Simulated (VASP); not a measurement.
Input:

```
C62Si
1.0
    7.14656     0.00000     0.00000
    0.00000     7.14656     0.00000
    0.00000     0.00000     7.14656
C Si
62 1
Direct
  0.49821   0.00058   0.00127
  0.62119   0.12917   0.12988
  0.74651   0.25305   0.00469
  0.87037   0.37839   0.12986
  0.74650   0.00397   0.25374
  0.87036   0.12921   0.37902
  0.99799   0.00157   0.00226
  0.12210   0.12564   0.12633
  0.24608   0.24972   0.99997
  0.37010   0.37393   0.12236
  0.49860   0.50096   0.00060
  0.62563   0.62949   0.12235
  0.74984   0.75350   0.99997
  0.87393   0.87748   0.12633
  0.24608   0.99930   0.25042
  0.37012   0.12172   0.37460
  0.48429   0.24846   0.24910
  0.75114   0.51529   0.24908
  0.87788   0.62948   0.37460
  0.49861   0.99993   0.50165
  0.62566   0.12171   0.63013
  0.75115   0.24844   0.51597
  0.87786   0.37392   0.63015
  0.74985   0.99929   0.75418
  0.87392   0.12563   0.87816
  0.99899   0.50135   0.00126
  0.12320   0.62591   0.12283
  0.24952   0.75005   0.99885
  0.37367   0.87638   0.12284
  0.99558   0.25308   0.25373
  0.12391   0.37466   0.37533
  0.24560   0.50172   0.24682
  0.37235   0.62719   0.36093
  0.49784   0.75396   0.24682
  0.62491   0.87565   0.37533
  0.99898   0.00060   0.50200
  0.12318   0.12216   0.62657
  0.24561   0.24616   0.50239
  0.37236   0.36025   0.62792
  0.63933   0.62721   0.62793
  0.75342   0.75395   0.50239
  0.87740   0.87639   0.62658
  0.24953   0.99818   0.75070
  0.37365   0.12216   0.87705
  0.49785   0.24612   0.75466
  0.62491   0.37465   0.87632
  0.75343   0.50172   0.75466
  0.87741   0.62593   0.87706
  0.00029   0.75350   0.25041
  0.12456   0.87503   0.37497
  0.99964   0.50097   0.50166
  0.12793   0.62258   0.62324
  0.25314   0.74643   0.49795
  0.37701   0.87165   0.62325
  0.00028   0.24971   0.75419
  0.12454   0.37431   0.87567
  0.25314   0.49725   0.74712
  0.37698   0.62259   0.87231
  0.50231   0.74644   0.74712
  0.62526   0.87504   0.87566
  0.00142   0.75004   0.75071
  0.12540   0.87418   0.87482
  0.56167   0.43794   0.43859
```
Cell charge +1.

Calculation: PBE GGA, VASP's PBE PAW potentials (set 64) (plane waves; VASP). Run with PREC = Normal, LREAL = Auto, ISYM = 0, NELECT = 251.0, 400 eV cut-off, 1×1×1 Γ-centred mesh, Gaussian smearing of 0.050 eV, potentials C Si. Starting moments (MAGMOM): 63*0.0476. The cell's moment is fixed (NUPDOWN = 3).

At this cut-off the stress carries a Pulay error, which pulls relaxed volumes low. The cell is charged, with a uniform compensating background.  The supercell is sampled at Γ alone, which is coarse: total energies, pressure and levels can be off, energies of defects by several tenths of an eV.

### Question
Estimate the cell moment, energy per atom (σ→0), pressure.

### Answer

```yaml
cell_moment: 3.00 μB
energy per atom (σ→0): -9.027 eV/atom
pressure: -4.58 GPa
```

### Question
Give the moment on each site (PAW-sphere projection).

### Answer

| site | moment (μB) |
|---|---|
| C1 | 0.03 |
| C2 | 0.01 |
| C3 | 0.02 |
| C4 | 0.01 |
| C5 | 0.02 |
| C6 | 0.01 |
| C7 | 0.02 |
| C8 | 0.02 |
| C9 | 0.03 |
| C10 | 0.03 |
| C11 | 0.02 |
| C12 | 0.03 |
| C13 | 0.03 |
| C14 | 0.02 |
| C15 | 0.03 |
| C16 | 0.03 |
| C17 | 0.14 |
| C18 | 0.14 |
| C19 | 0.03 |
| C20 | 0.02 |
| C21 | 0.03 |
| C22 | 0.14 |
| C23 | 0.03 |
| C24 | 0.03 |
| C25 | 0.02 |
| C26 | 0.03 |
| C27 | 0.03 |
| C28 | 0.02 |
| C29 | 0.03 |
| C30 | 0.02 |
| C31 | 0.02 |
| C32 | 0.03 |
| C33 | 0.14 |
| C34 | 0.03 |
| C35 | 0.02 |
| C36 | 0.03 |
| C37 | 0.03 |
| C38 | 0.03 |
| C39 | 0.14 |
| C40 | 0.14 |
| C41 | 0.03 |
| C42 | 0.03 |
| C43 | 0.02 |
| C44 | 0.03 |
| C45 | 0.03 |
| C46 | 0.02 |
| C47 | 0.03 |
| C48 | 0.03 |
| C49 | 0.03 |
| C50 | 0.03 |
| C51 | 0.02 |
| C52 | 0.02 |
| C53 | 0.01 |
| C54 | 0.02 |
| C55 | 0.03 |
| C56 | 0.03 |
| C57 | 0.01 |
| C58 | 0.02 |
| C59 | 0.01 |
| C60 | 0.03 |
| C61 | 0.02 |
| C62 | 0.02 |
| Si63 | -0.02 |

Only differences to runs with the same potentials and settings are physical.

The cell is a supercell with a defect, built from C (diamond): Si_C-vac_C, charge +1.
